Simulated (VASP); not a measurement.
VASP ran on this input.

INCAR:
```
# general
SYSTEM   =  ZnCu2SnS4
PREC     =  Accurate
ENCUT    =  300
LREAL    =  .False.
LASPH    =  .True.

# electronic loop
EDIFF    =  1E-6
NELM     =  100
ALGO     =  Normal
LMAXMIX  =  4

# smearing
ISMEAR   =  -1
SIGMA    =  0.1

# functional
GGA      =  PS

# ions
ISIF     =  2

# output
LWAVE    =  .False.
LCHARG   =  .False.
```

**KPOINTS**
```
Automatic mesh
0
Gamma
4 4 4
0 0 0
```

POSCAR:
```
ZnCu2SnS4
1
   -2.7138010000     2.7138010000     5.4285260000
    2.7138010000    -2.7138010000     5.4285260000
    2.7138010000     2.7138010000    -5.4285260000
Zn Cu Sn S
1 2 1 4
Direct
  0.7500000000   0.2500000000   0.5000000000
  0.0000000000   0.0000000000   0.0000000000
  0.2500000000   0.7500000000   0.5000000000
  0.5000000000   0.5000000000   0.0000000000
  0.3643200000   0.3712400000   0.4775800000
  0.6287600000   0.1063400000   0.9930800000
  0.8936600000   0.8867400000   0.5224200000
  0.1132600000   0.6356800000   0.0069200000
```

POTCAR, in this order: Zn Cu Sn_d S (PBE.64 set). Program: vasp_std.

Question: Translate this PBEsol calculation to Ansatz.

Answer: One equivalent input (not run):
Ansatz 0.2 input:
```yaml
crystal:
  lattice:
    - [-2.7138010, 2.7138010, 5.4285260]
    - [2.7138010, -2.7138010, 5.4285260]
    - [2.7138010, 2.7138010, -5.4285260]
  atoms:
    - { symbol: Zn, position: [0.7500000, 0.2500000, 0.5000000] }
    - { symbol: Cu, position: [0.0000000, 0.0000000, 0.0000000] }
    - { symbol: Cu, position: [0.2500000, 0.7500000, 0.5000000] }
    - { symbol: Sn, position: [0.5000000, 0.5000000, 0.0000000] }
    - { symbol: S, position: [0.3643200, 0.3712400, 0.4775800] }
    - { symbol: S, position: [0.6287600, 0.1063400, 0.9930800] }
    - { symbol: S, position: [0.8936600, 0.8867400, 0.5224200] }
    - { symbol: S, position: [0.1132600, 0.6356800, 0.0069200] }
kpoints:
  mp_grid: { grid: [4, 4, 4] }
hamiltonian:
  xc: pbesol
  pseudopotentials: { kind: paw }
scf:
  occupations: { method: fermi_dirac, width: 0.1 }
  max_iter: 100
output: { forces: true, stress: true, eigenvalues: true }
```
Limits of the translation: each code has its own PAW files, so the cut-off isn't converted (ENCUT is set for VASP's; basis.ecutwfc is left out, and Ansatz then takes the one that its files recommend); Ansatz stops its SCF on the density residual and VASP on the energy change (EDIFF).

The structure comes from a computed database's ZnCu2SnS4 entry, a phase known from measurement. The cell was not relaxed at this level. The k-mesh is coarse (spacing up to 0.41 per Å, 2π included), so the numbers may not be converged in it. The run is one of a series of settings (GGA = PS against the base run), some of them coarse on purpose.
